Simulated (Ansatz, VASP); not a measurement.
# Cu (Cu(100)): VASP beside Ansatz, part 2 of 2

One calculation is typed for both programs; each brings its own data sets. How far apart do they land? The cell is taken from a series of runs on this material, whose earlier steps may have relaxed, scaled, displaced or heated it; both programs get it as it stands.

VASP 6.6.1 and Ansatz 0.2.0.

So far: Starting point; Ansatz: single point, r2SCAN; VASP: single point, r2SCAN.

### 3. VASP: single point, r2SCAN (continued)

Level of this step: r2SCAN; plane waves and PAW (Cu) (VASP).

Numbers of over 12 decimals in the logs are rounded to 6 here.

OUTCAR, selected parts (step 3):

```text
ion  position               nearest neighbor table
   1  0.000  0.000  0.357-   2 2.55   2 2.55   2 2.55   2 2.55
   2  0.500  0.500  0.428-   1 2.55   1 2.55   1 2.55   1 2.55   3 2.55   3 2.55   3 2.55   3 2.55

  LATTYP: Found a simple tetragonal cell.
 ALAT       =     2.5526554801
 C/A-ratio  =     9.8799074911

 Subroutine GETGRP returns: Found 16 space group operations
 (whereof 16 operations were pure point group operations)

The static configuration has the point symmetry D_4h.

 Found     66 irreducible k-points:

   k-points           NKPTS =     66   k-points in BZ     NKDIM =     66   number of bands    NBANDS=     34

   dimension x,y,z NGX =    20 NGY =   20 NGZ =  200
   dimension x,y,z NGXF=    40 NGYF=   40 NGZF=  400

   ENCUT  =  580.0 eV  42.63 Ry    6.53 a.u.   5.01  5.01 49.52*2*pi/ulx,y,z

   NELECT =      55.0000    total number of electrons

 k-points in reciprocal lattice and weights: Automatic mesh
   0.00000000  0.00000000  0.00000000       0.003
   0.05000000  0.00000000  0.00000000       0.010
   0.10000000  0.00000000  0.00000000       0.010
   0.15000000  0.00000000  0.00000000       0.010
   0.20000000  0.00000000  0.00000000       0.010
   0.25000000  0.00000000  0.00000000       0.010
   0.30000000  0.00000000  0.00000000       0.010
   0.35000000  0.00000000  0.00000000       0.010
   0.40000000  0.00000000  0.00000000       0.010
[...]
0.50000000  0.45000000  0.00000000       0.010
   0.50000000  0.50000000  0.00000000       0.003

 dipolmoment           0.000000      0.000000     -0.000000 electrons x Angstroem

 average (electrostatic) potential at core
       1 -76.4923       2 -76.9011       3 -76.8919       4 -76.9011       5 -76.4923

 E-fermi :  -0.1742

 k-point     1 :       0.0000    0.0000    0.0000
  band No.  band energies     occupation
    ...
     26      -1.7653      2.00000
     27      -1.7571      2.00000
     28      -1.7490      2.00000
     29      -1.7490      2.00000
     30      -0.2612      1.40963
     31       1.0623      0.00001
     32       4.2611      0.00000
     33       4.5768      0.00000
     34       5.0570      0.00000

 k-point     2 :       0.0500    0.0000    0.0000
  band No.  band energies     occupation
    ...
     26      -1.8002      2.00000
     27      -1.7789      2.00000
     28      -1.7720      2.00000
     29      -1.7305      2.00000
     30      -0.1453      0.85662
     31       1.1962      0.00000
     32       4.3182      0.00000
     33       4.6378      0.00000
     34       5.1128      0.00000

 k-point     3 :       0.1000    0.0000    0.0000
  band No.  band energies     occupation
    ...
     25      -1.8517      2.00000
     26      -1.8485      2.00000
     27      -1.8113      2.00000
     28      -1.7236      2.00000
     29      -1.5981      2.00000
     30       0.1582      0.06951
     31       1.5597      0.00000
     32       4.4893      0.00000
     33       4.8208      0.00000
     34       5.2799      0.00000

  Total       -3.1246403     -3.1246403     -1.9418061      0.0000000     -0.0000000      0.0000000
  in kB      -30.4635931    -30.4635931    -18.9315837      0.0000000     -0.0000000      0.0000000
  external PRESSURE =     -26.6195899 kB  Pullay stress =       0.0000000 kB

  energy-cutoff  :      580.00
  volume of cell :      164.33
      direct lattice vectors                 reciprocal lattice vectors
     2.552655480  0.000000000  0.000000000     0.391748909  0.000000000  0.000000000
     0.000000000  2.552655480  0.000000000     0.000000000  0.391748909  0.000000000
     0.000000000  0.000000000 25.220000000     0.000000000  0.000000000  0.039651071

 POSITION                                       TOTAL-FORCE (eV/Angst)
 -----------------------------------------------------------------------------------
      0.00000      0.00000      9.00000        -0.000000      0.000000      0.381011
      1.27633      1.27633     10.80500         0.000000     -0.000000     -0.249409
      0.00000      0.00000     12.61000        -0.000000      0.000000      0.000000
      1.27633      1.27633     14.41500        -0.000000     -0.000000      0.249409
      0.00000      0.00000     16.22000         0.000000     -0.000000     -0.381011
 -----------------------------------------------------------------------------------
    total drift:                               -0.000000     -0.000000     -0.000000

  FREE ENERGIE OF THE ION-ELECTRON SYSTEM (eV)
  ---------------------------------------------------
  free  energy   TOTEN  =       -52.7349731665 eV

  energy  without entropy=      -52.6840048932  energy(sigma->0) =      -52.70948903

 vacuum level on the upper side and lower side of the slab         4.316         4.316

 total charge
# of ion       s       p       d       tot
------------------------------------------
    1        0.449   0.272   9.229   9.950
    2        0.454   0.396   9.196  10.046
    3        0.455   0.407   9.191  10.053
    4        0.454   0.396   9.196  10.046
    5        0.449   0.272   9.229   9.950
--------------------------------------------------
tot          2.260   1.742  46.041  50.044

[... 3 further parts left out ...]
```

### 4. Comparison

Known differences besides the potentials themselves: VASP keeps PBE cores, Ansatz makes them for the functional; the data sets hold 95 valence electrons in Ansatz (on its default PAW (the set named soft_2) files) and 55 in VASP; the cutoff is 500 eV in Ansatz and 580 eV in VASP. Total energies have different zeros and are not compared.

The two programs side by side:

| quantity | Ansatz | VASP | difference |
| --- | --- | --- | --- |
| work function, lower of the two faces (eV) | 4.51 | 4.49 | +0.02 |
| work function, higher of the two faces (eV) | 4.51 | 4.49 | +0.02 |

Forces (eV/Å; atoms numbered as in POSCAR):

| atom | Ansatz x, y, z | VASP x, y, z |
| --- | --- | --- |
| Cu1 | 0.000, 0.000, 0.399 | 0.000, 0.000, 0.381 |
| Cu2 | 0.000, 0.000, -0.249 | 0.000, 0.000, -0.249 |
| Cu3 | 0.000, 0.000, 0.000 | 0.000, 0.000, 0.000 |
| Cu4 | 0.000, 0.000, 0.249 | 0.000, 0.000, 0.249 |
| Cu5 | 0.000, 0.000, -0.399 | 0.000, 0.000, -0.381 |

The forces differ by 6.7 meV/Å r.m.s., which is 4.0 % of the r.m.s. force of 0.166 eV/Å (both taken over all components). With vacuum in the cell, a pressure given here is an average over mostly empty space and none of the material.

### 5. What came out

- r.m.s. force difference (single point, r2SCAN): 6.7 meV/Å

**Reading.** The r.m.s. force difference is 6.7 meV/Å (single point, r2SCAN), within the 12 meV/Å picked in this series as the mark of a large difference. The data sets hold unlike numbers of valence electrons (95 in Ansatz and 55 in VASP), so part of the differences comes from the potentials. How closely two codes agree says nothing of how well the functional describes the real material.

[Lines on the potential files, build, host, timing and source positions are cut from VASP's logs without a mark.]

[Logs are printed without paths, hosts, clocks, repeated set-up lines and the standing remarks that a program may print on its own settings, such as how far it seeks lower states.]

[Hosts, paths, dates, database ids (printed as entryN), source tags and the programs' standing remarks are cut or masked in the printed files.]
